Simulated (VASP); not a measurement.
**BeMg3Te4 (ordered alloy cell): computed properties**

All values below come from PBEsol GGA, VASP's PBE PAW potentials (set 64) (plane waves; VASP).

```json
{
 "space_group": "R3m (160)",
 "cell": "a = 4.3803 Å, b = 4.3803 Å, c = 43.9450 Å, α = 90.00°, β = 90.00°, γ = 120.00°",
 "volume_per_atom": "30.43 Å^3/atom",
 "band gap (over mesh and band path)": "2.15 eV",
 "smallest direct gap (over mesh and band path)": "2.15 eV",
 "band_edge_character": "direct, Γ to Γ",
 "density": "4.04 g/cm³"
}
```

```yaml
crystal:
  lattice:
    - [0.00000, 3.09737, 3.09737]
    - [3.09737, 0.00000, 3.09737]
    - [12.58705, 12.58705, -0.19758]
  atoms:
    - { symbol: Mg, position: [0.01890, 0.01890, 0.98583] }
    - { symbol: Mg, position: [0.00264, 0.00264, 0.24802] }
    - { symbol: Mg, position: [0.98653, 0.98653, 0.51010] }
    - { symbol: Te, position: [0.25458, 0.25458, 0.05906] }
    - { symbol: Te, position: [0.23870, 0.23870, 0.32097] }
    - { symbol: Te, position: [0.22314, 0.22314, 0.58264] }
    - { symbol: Te, position: [0.27303, 0.27303, 0.79523] }
    - { symbol: Be, position: [0.00247, 0.00247, 0.74815] }
```

Unless said otherwise, spin-orbit coupling is left out, though it shifts the bands of the heavy elements here.

The structure was generated: BeMg3Te4 was put into an ordered model structure (R3m), which need not be its known phase. It was relaxed first. Symmetry was kept, so distortions that lower it aren't found.
